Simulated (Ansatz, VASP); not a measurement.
MnCrSb: VASP beside Ansatz

Contents of INCAR:

```
PREC     = Accurate       # precision mode
ENCUT    = 520            # plane-wave cutoff, eV
EDIFF    = 1E-7           # SCF threshold, eV
ISMEAR   = -1             # smearing method
SIGMA    = 0.05           # smearing width, eV
LREAL    = False          # projectors in reciprocal space
LASPH    = True           # aspherical terms in the spheres
NELM     = 120            # most SCF steps
ALGO     = Normal         # electronic algorithm
ISIF     = 2              # what is computed and relaxed
LWAVE    = False          # write WAVECAR
LCHARG   = False          # write CHGCAR
ISPIN    = 2              # spin polarisation
MAGMOM   = 0 0 4 4 3 3    # initial moments
LORBIT   = 11             # projections on sites
LMAXMIX  = 4              # l up to which the mixer works
GGA      = PE             # functional
NBANDS   = 43             # bands
```

The input KPOINTS:

```
regular mesh
0
Gamma
  7 7 5
```

POSCAR

```
MnCrSb
1.0
    4.5751851172      0.0000000000      0.0000000000
   -2.2875925586      3.9622265386      0.0000000000
    0.0000000000      0.0000000000      5.5749513735
Sb Mn Cr
2 2 2
Direct
    0.3333333333      0.6666666667      0.2500000000
    0.6666666667      0.3333333333      0.7500000000
    0.0000000000      0.0000000000      0.5000000000
    0.0000000000      0.0000000000      0.0000000000
    0.3333333333      0.6666666667      0.7500000000
    0.6666666667      0.3333333333      0.2500000000
```

input.yaml

```yaml
crystal:
  lattice:
    - [4.5751851172, 0.0, 0.0]
    - [-2.2875925586, 3.9622265386, 0.0]
    - [0.0, 0.0, 5.5749513735]
  atoms:
    - { symbol: Sb, position: [0.3333333333, 0.6666666667, 0.25] }
    - { symbol: Sb, position: [0.6666666667, 0.3333333333, 0.75] }
    - { symbol: Mn, position: [0.0, 0.0, 0.5], spin: 4.0 }
    - { symbol: Mn, position: [0.0, 0.0, 0.0], spin: 4.0 }
    - { symbol: Cr, position: [0.3333333333, 0.6666666667, 0.75], spin: 3.0 }
    - { symbol: Cr, position: [0.6666666667, 0.3333333333, 0.25], spin: 3.0 }
hamiltonian:
  xc: pbe
  pseudopotentials: { kind: paw }
magnetization:
  spin_polarized: true
kpoints:
  mp_grid: { grid: [7, 7, 5] }
scf:
  occupations: { method: fermi_dirac, width: 0.05 }
output:
  forces: true
  stress: true
  eigenvalues: true
```

Change from the starting cell: volume scaled by 1.02.

Alike in both runs: task single point; functional PBE; k mesh 7 × 7 × 5; occupations fermi-dirac, width 0.05 eV; collinear spin, ferromagnetic start.

|  | VASP | Ansatz |
| --- | --- | --- |
| version | VASP 6.6.1 | Ansatz 0.2.0 |
| potentials or method | VASP PAW PBE potentials, release 64 (Sb, Mn_pv, Cr_pv) | Ansatz PAW |
| plane-wave cutoff (eV) | 520 | 420 |
| valence electrons in the cell | 60 | 88 |

VASP gave:

* gap on the k mesh at the Fermi level (eV): none
* pressure (GPa): -2.8
* largest component of the traceless stress (GPa): 0.01
* net moment per atom (μB): 1.99
* size of the moment on the site where the two differ most (μB): 3.18

Which values does Ansatz return?

gap on the k mesh at the Fermi level (eV): none; pressure (GPa): 0.1; largest component of the traceless stress (GPa): 2.16; net moment per atom (μB): 0.13; size of the moment on the site where the two differ most (μB): 3.38.

The net moments differ so much that the two runs ended in different magnetic states, which moves the other rows too. Site moments also hang on the region over which each program counts them. A gap of «none» marks a metal or a gap that the smearing closes. The two sets of potentials don't hold the same shells in valence.

Caveats: only a ferromagnetic start was run, and an antiferromagnetic order may lie lower in energy (VASP); the starting moments weren't kept (Ansatz). Spin-orbit coupling is left out, which matters for the levels of Sb.
